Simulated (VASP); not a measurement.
The input files of a VASP run:

File KPOINTS:
```
Automatic
0
gamma
 8 8 2
```

**POSCAR**
```
MoS2
1
    1.5611878945    -2.7040564875     0.0000000000
    1.5611878945     2.7040564875    -0.0000000000
    0.0000000000     0.0000000000    12.0200328065
Mo S
2 4
Direct
  0.3333330000   0.6666670000   0.2500000000
  0.6666670000   0.3333330000   0.7500000000
  0.3333330000   0.6666670000   0.8792641696
  0.6666670000   0.3333330000   0.3792641696
  0.6666670000   0.3333330000   0.1207358304
  0.3333330000   0.6666670000   0.6207358304
```

INCAR:
```
# general
SYSTEM =MoS2
PREC   =Accurate
ENCUT  =500
LREAL  =F
LASPH  =T

# electronic loop
EDIFF  =1E-6
NELM   =100
ALGO   =Normal
LMAXMIX=4

# smearing
ISMEAR =0
SIGMA  =0.05

# ions
IBRION =2
NSW    =40
ISIF   =3
EDIFFG =-0.02

# output
LWAVE  =F
LCHARG =F
```

POTCAR, in this order: Mo_sv S (LDA.64 set). Program: vasp_std.

**Question.** Write an equivalent input for Quantum ESPRESSO's pw.x.

**Answer.** One equivalent input (not run):
```
&CONTROL
  calculation = 'vc-relax'
  pseudo_dir = './pseudo'
  outdir = './out'
  tprnfor = .true.
  tstress = .true.
  nstep = 40
  forc_conv_thr = 0.00078
/
&SYSTEM
  ibrav = 0
  nat = 6
  ntyp = 2
  ecutwfc = 80
  occupations = 'smearing'
  smearing = 'gaussian'
  degauss = 0.003675
  input_dft = 'pz'
/
&ELECTRONS
  conv_thr = 7.3e-08
  electron_maxstep = 100
/
&IONS
/
&CELL
/
ATOMIC_SPECIES
  Mo 95.950 Mo.upf
  S 32.060 S.upf
CELL_PARAMETERS angstrom
     1.5611879   -2.7040565    0.0000000
     1.5611879    2.7040565   -0.0000000
     0.0000000    0.0000000   12.0200328
ATOMIC_POSITIONS crystal
  Mo   0.3333330  0.6666670  0.2500000
  Mo   0.6666670  0.3333330  0.7500000
  S    0.3333330  0.6666670  0.8792642
  S    0.6666670  0.3333330  0.3792642
  S    0.6666670  0.3333330  0.1207358
  S    0.3333330  0.6666670  0.6207358
K_POINTS automatic
  8 8 2 0 0 0
```
The two are equivalent in intent, not identical: the potentials are each code's own (VASP's PAW set, PseudoDojo norm-conserving files in pw.x), so ENCUT and ecutwfc are chosen apart and not converted; conv_thr bounds pw.x's estimated SCF error, while EDIFF bounds the energy change between steps; forc_conv_thr acts on force components and is met together with etot_conv_thr.

The compound is MoS2 in the 2H layered structure. This run relaxes it. Symmetry was kept, so distortions that lower it aren't found.
